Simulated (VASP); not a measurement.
Output of a VASP run:

**OSZICAR**
```
       N       E                     dE             d eps       ncg     rms          rms(c)
DAV:   1     0.348735480793E+03    0.34874E+03   -0.21921E+04   920   0.169E+03
DAV:   2    -0.219393251816E+02   -0.37067E+03   -0.36516E+03  1133   0.450E+02
DAV:   3    -0.402336175388E+02   -0.18294E+02   -0.18251E+02  1179   0.101E+02
DAV:   4    -0.407277798342E+02   -0.49416E+00   -0.49396E+00  1621   0.138E+01
DAV:   5    -0.407297248291E+02   -0.19450E-02   -0.19449E-02  1165   0.912E-01    0.349E+01
DAV:   6    -0.323510943484E+02    0.83786E+01   -0.43874E+01  1116   0.461E+01    0.140E+01
DAV:   7    -0.322012998655E+02    0.14979E+00   -0.24137E+00  1227   0.104E+01    0.897E+00
DAV:   8    -0.321487609739E+02    0.52539E-01   -0.39666E-01  1184   0.544E+00    0.136E+00
DAV:   9    -0.321410400368E+02    0.77209E-02   -0.30024E-02  1238   0.126E+00    0.239E-01
DAV:  10    -0.321404358989E+02    0.60414E-03   -0.85406E-03  1282   0.681E-01    0.455E-02
DAV:  11    -0.321404805344E+02   -0.44635E-04   -0.42359E-04  1295   0.165E-01    0.342E-02
DAV:  12    -0.321405058571E+02   -0.25323E-04   -0.37682E-05  1332   0.502E-02    0.860E-03
DAV:  13    -0.321405056858E+02    0.17135E-06   -0.53513E-06  1211   0.161E-02    0.451E-03
DAV:  14    -0.321405056278E+02    0.57997E-07   -0.29475E-07  1082   0.406E-03
   1 F= -.32140506E+02 E0= -.32140506E+02  d E =0.000000E+00
```

### OUTCAR
```
------------------------ aborting loop because EDIFF is reached ----------------------------------------
  FORCE on cell =-STRESS in cart. coord.  units (eV):
  Direction    XX          YY          ZZ          XY          YZ          ZX
  --------------------------------------------------------------------------------------
  Total        0.0014048      0.0014048      0.0014048      0.0000000     -0.0000000     -0.0000000
  in kB        0.0349889      0.0349889      0.0349889      0.0000000     -0.0000000     -0.0000000
  external PRESSURE =       0.0349889 kB  Pullay stress =       0.0000000 kB
  volume of cell :       64.33
      direct lattice vectors                 reciprocal lattice vectors
     4.006801026  0.000000000  0.000000000     0.249575657  0.000000000  0.000000000
     0.000000000  4.006801026  0.000000000     0.000000000  0.249575657  0.000000000
     0.000000000  0.000000000  4.006801026     0.000000000  0.000000000  0.249575657
 POSITION                                       TOTAL-FORCE (eV/Angst)
 -----------------------------------------------------------------------------------
      0.00000      0.00000      0.00000         0.000000      0.000000      0.000000
      2.00340      2.00340      2.00340         0.000000      0.000000      0.000000
      2.00340      0.00000      2.00340         0.000000      0.000000      0.000000
      0.00000      2.00340      2.00340         0.000000      0.000000      0.000000
      2.00340      2.00340      0.00000         0.000000      0.000000      0.000000
 -----------------------------------------------------------------------------------
    total drift:                                0.000000      0.000000     -0.000000
  FREE ENERGIE OF THE ION-ELECTRON SYSTEM (eV)
  ---------------------------------------------------
  free  energy   TOTEN  =       -32.1405056278 eV

  energy  without entropy=      -32.1405056278  energy(sigma->0) =      -32.14050563

 total charge

# of ion       s       p       d       tot
------------------------------------------
    1        1.959   5.583   0.047   7.589
    2        0.339   6.344   2.036   8.720
    3        1.556   3.511   0.000   5.067
    4        1.556   3.511   0.000   5.067
    5        1.556   3.511   0.000   5.067
--------------------------------------------------
tot          6.968  22.459   2.083  31.510

 Electric field gradients after diagonalization (V/A^2)
 (convention: |V_zz| > |V_xx| > |V_yy|)
----------------------------------------------------------------------
 ion       V_xx      V_yy      V_zz     asymmetry (V_yy - V_xx)/ V_zz
----------------------------------------------------------------------
   1      -0.000    -0.000     0.000       0.024
   2      -0.000    -0.000    -0.000      -0.641
   3      -9.800    -9.800    19.600       0.000
   4      -9.800    -9.800    19.600       0.000
   5      -9.800    -9.800    19.600       0.000
```
(Selected blocks of OUTCAR.)

File POSCAR:
```
KTaO3
1
    4.0068010260    -0.0000000000     0.0000000000
    0.0000000000     4.0068010260     0.0000000000
   -0.0000000000    -0.0000000000     4.0068010260
K Ta O
1 1 3
Direct
  0.0000000000   0.0000000000   0.0000000000
  0.5000000000   0.5000000000   0.5000000000
  0.5000000000   0.0000000000   0.5000000000
  0.0000000000   0.5000000000   0.5000000000
  0.5000000000   0.5000000000   0.0000000000
```

Problem. Write an INCAR and KPOINTS that could have produced this output.

Solution. One answer among several that fit: the input of the run itself, optB86b-vdW, plane waves, VASP's PBE PAW potentials (set 64).

### KPOINTS
```
Automatic mesh
0
gamma
6 6 6
0 0 0
```

### INCAR
```
AGGAC=0.0
ALGO=Normal
EDIFF=1E-7
ENCUT=520
GGA=MK
ISIF=2
ISMEAR=-5
LASPH=T
LCHARG=T
LEFG=T
LMAXMIX=6
LORBIT=11
LREAL=F
LUSE_VDW=T
LWAVE=F
NEDOS=601
NELM=100
PARAM1=0.1234
PARAM2=1.0
PREC=Accurate
SYSTEM=KTaO3
```

POTCAR, in this order: K_sv Ta_pv O (PBE.64 set). Program: vasp_std.

The compound is KTaO3 in the cubic perovskite structure. It was relaxed first.
